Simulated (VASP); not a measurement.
Here is the system:

```
CELL_PARAMETERS angstrom
      0.00000     2.87431     2.87431
      2.87431     0.00000     2.87431
      2.87431     2.87431     0.00000
ATOMIC_POSITIONS crystal
  Ge 0.00000 0.00000 0.00000
  Ge 0.25000 0.25000 0.25000
```

These are PBE GGA, VASP's PBE PAW potentials (set 64) (plane waves; VASP) values and carry that method's errors. Numerical set-up: 480 eV cut-off, 10×10×10 Γ-centred mesh, first-order Methfessel-Paxton smearing of 0.10 eV, potentials Ge_d.

Energy and stress use the plane-wave basis of the starting cell.

Task: The ions, cell shape and volume at an external pressure of 2.0 GPa are relaxed. Which structure does the run end with?

Result: 
```
CELL_PARAMETERS angstrom
      0.00000     2.84823     2.84823
      2.84823     0.00000     2.84823
      2.84823     2.84823     0.00000
ATOMIC_POSITIONS crystal
  Ge 0.00000 0.00000 0.00000
  Ge 0.25000 0.25000 0.25000
```
Space group Fd-3m (227), at a tolerance of 0.03 Å.

Task: How do energy and volume change from the first to the last step?

Result: The energy (σ→0) changes by +4.3 meV/atom and the volume by -2.7 %, in 3 ionic steps.

The compound is Ge in the diamond structure. This run relaxes it under an external pressure of 2 GPa. Symmetry was kept, so distortions that lower it aren't found.
